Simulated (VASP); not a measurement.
Data:

```
CoSi
1.0
    4.39753     0.00000     0.00000
    0.00000     4.39753     0.00000
    0.00000     0.00000     4.39753
Co Si
4 4
Direct
  0.85423   0.64577   0.35423
  0.35423   0.85423   0.64577
  0.14577   0.14577   0.14577
  0.64577   0.35423   0.85423
  0.15643   0.34357   0.65643
  0.65643   0.15643   0.34357
  0.84357   0.84357   0.84357
  0.34357   0.65643   0.15643
```

Method: PBE GGA, VASP's PBE PAW potentials (set 64) (plane waves; VASP). Numerical set-up: 500 eV cut-off, 7×7×7 Γ-centred mesh, first-order Methfessel-Paxton smearing of 0.10 eV, potentials Co Si.

**Question.** The ions, cell shape and volume at an external pressure of 10.0 GPa are relaxed. Predict the relaxed structure.

**Answer.** 
```
CoSi
1.0
    4.36892     0.00000     0.00000
    0.00000     4.36892     0.00000
    0.00000     0.00000     4.36892
Co Si
4 4
Direct
  0.85362   0.64638   0.35362
  0.35362   0.85362   0.64638
  0.14638   0.14638   0.14638
  0.64638   0.35362   0.85362
  0.15623   0.34377   0.65623
  0.65623   0.15623   0.34377
  0.84377   0.84377   0.84377
  0.34377   0.65623   0.15623
```
Space group P2_13 (198), at a tolerance of 0.03 Å.

**Question.** How do energy and volume change from the first to the last step?

**Answer.** The energy (σ→0) changes by +9.7 meV/atom and the volume by -1.9 %, in 6 ionic steps.

| step | E(σ→0) (eV) | max force (eV/Å) | pressure (GPa) | volume (Å³) |
|---|---|---|---|---|
| 1 | -54.7177 | 0.009 | 5.08 | 85.04 |
| 2 | -54.4369 | 0.108 | 18.23 | 81.09 |
| 3 | -54.6435 | 0.045 | 9.98 | 83.45 |
| 4 | -54.6415 | 0.046 | 10.04 | 83.42 |
| 5 | -54.6410 | 0.028 | 10.10 | 83.41 |
| 6 | -54.6402 | 0.005 | 10.11 | 83.39 |

The compound is CoSi in the B20 structure. This run relaxes it under an external pressure of 10 GPa. Symmetry was kept, so distortions that lower it aren't found. The run is not spin-polarised, so no magnetic state was tried.
